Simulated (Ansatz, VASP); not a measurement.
## AlNi3Sb in VASP and in Ansatz

```
Sb Ni Al
1.0
     4.14629    0.00000    0.00000
    -2.07315    3.59079    0.00000
     0.00000    0.00000    4.97116
Sb Ni Al
1 3 1
Direct
  0.33333 0.66667 0.50000
  0.66667 0.33333 0.50000
  0.00000 0.00000 0.24426
  0.00000 0.00000 0.75574
  0.66667 0.33333 0.00000
```

Change from the starting cell: volume scaled by 1.02.

Alike in both runs: task single point; functional PBE; k mesh 8 × 8 × 6; occupations fermi-dirac, width 0.05 eV; collinear spin, ferromagnetic start.

```csv
,VASP,Ansatz
version,VASP 6.6.1,Ansatz 0.2.0
potentials or method,"VASP PAW PBE potentials, release 64 (Sb, Ni, Al)",Ansatz PAW
plane-wave cutoff (eV),520,420
valence electrons in the cell,38,72
```

Ansatz gave:

```
gap on the k mesh at the Fermi level (eV)       : none
pressure (GPa)                                  : -1.2
largest component of the traceless stress (GPa) : 0.20
rms of the force components (eV/Å)              : 0.021
net moment per atom (μB)                        : 0.00
```

Q: Estimate VASP's values.

A: gap on the k mesh at the Fermi level (eV): none; pressure (GPa): -1.3; largest component of the traceless stress (GPa): 0.30; rms of the force components (eV/Å): 0.023; net moment per atom (μB): 0.00.

Atom by atom the forces differ by 0.001 eV/Å (rms over components). A gap of «none» marks a metal or a gap that the smearing closes. With one functional, cell and mesh, what is left measures potentials, basis and numerics. The two sets of potentials don't hold the same shells in valence.

Caveats: the starting moments weren't kept (Ansatz). The runs have no spin-orbit coupling, so splittings on Sb are missing.
